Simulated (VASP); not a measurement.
Data:

```
Mo
1.0
   -1.56804     1.56804     1.56804
    1.56804    -1.56804     1.56804
    1.56804     1.56804    -1.56804
Mo
1
Direct
  0.00000   0.00000   0.00000
```

The numbers are results of PBE GGA with D3 dispersion (zero damping), VASP's PBE PAW potentials (set 64) (plane waves; VASP 6.6.1), not measurements. Run with 520 eV cut-off, Gaussian smearing of 0.050 eV, potentials Mo_sv.

Q: Estimate the band gap (along the path) with the smallest direct gap where there is one.

A: 
```json
{
  "band gap (along the path)": "none (metal, semimetal or under 0.01 eV)"
}
```

The absolute energy has meaning only against runs of the same code, potentials and settings.

The compound is Mo in the bcc structure. It was relaxed first.
